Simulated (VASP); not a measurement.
Crystal: MgO.

```xyz
2
Lattice="0.0000 2.1085 2.1085 2.1085 0.0000 2.1085 2.1085 2.1085 0.0000" Properties=species:S:1:pos:R:3 pbc="T T T"
Mg    0.0000    0.0000    0.0000
O     2.1085    2.1085    2.1085
```

The cell was built by a generator and needn't be a form met in nature.

| Item | Value |
| --- | --- |
| Program | VASP 6.6.1 |
| Task | relaxation of cell and atoms |
| Functional | LDA |
| Potentials or basis | VASP PAW LDA potentials, release 64 (Mg, O) |
| Cutoff | 600 eV |
| k mesh | 14 × 14 × 14 |
| Occupations | gaussian, width 0.03 eV |
| Spin | no spin polarisation |

At the start: pressure -8.5 GPa; volume 9.37 Å³/atom.

Q: Where does the relaxation end?

A: Over 3 steps the energy falls by 13.4 meV/atom and the volume is 8.89 Å³/atom (-5.2 %); space group Fm-3m (No. 225, to 0.05 Å).

The path:
```tsv
step	energy change (eV)	largest force (eV/Å)	pressure (GPa)	volume (Å³)
1	0.0000	0.0000	-8.46	18.75
2	-0.0228	0.0000	3.67	17.44
3	-0.0267	0.0000	0.02	17.78
```

Final structure:
```yaml
crystal:
  lattice:
    - [0.00000, 2.07164, 2.07164]
    - [2.07164, 0.00000, 2.07164]
    - [2.07164, 2.07164, 0.00000]
  atoms:
    - { symbol: Mg, position: [0.00000, 0.00000, 0.00000] }
    - { symbol: O, position: [0.50000, 0.50000, 0.50000] }
```
